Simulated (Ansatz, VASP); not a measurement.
## One calculation of CdHgS2, two programs

```
CELL_PARAMETERS angstrom
4.18085 0.00000 0.00000
0.00000 4.18085 0.00000
0.00000 0.00000 5.88430
ATOMIC_POSITIONS crystal
Cd 0.00000 0.00000 0.00000
S 0.00000 0.50000 0.24656
S 0.50000 0.00000 0.75344
Hg 0.50000 0.50000 0.50000
```

The cell was built by a generator and needn't be a form met in nature.

Alike in both runs: task single point; functional PBEsol; k mesh 4 × 4 × 4; no spin polarisation.

|  | VASP | Ansatz |
| --- | --- | --- |
| version | VASP 6.6.1 | Ansatz 0.2.0 |
| potentials or method | VASP PAW PBE potentials, release 64 (Cd, S, Hg) | plane waves, PAW |
| plane-wave cutoff (eV) | 520 | 420 |
| occupations | gaussian, width 0.01 eV | fixed |
| valence electrons in the cell | 36 | 52 |

```tsv
	VASP	Ansatz	Ansatz less VASP
gap on the k mesh at the Fermi level (eV)	0.15	0.15	-0.001
pressure (GPa)	-1.2	-1.5	-0.36
largest component of the traceless stress (GPa)	0.10	0.09	-0.003
rms of the force components (eV/Å)	0.004	0.005	+0.0005
```

The two sets of potentials don't hold the same shells in valence.

Caveats: the PAW data sets were made with another functional, which shifts forces and pressure a little (VASP); spin-orbit coupling is left out, which moves the levels of the heavy elements. Expect the measured gap to be larger: semilocal functionals such as PBEsol lack the derivative discontinuity.
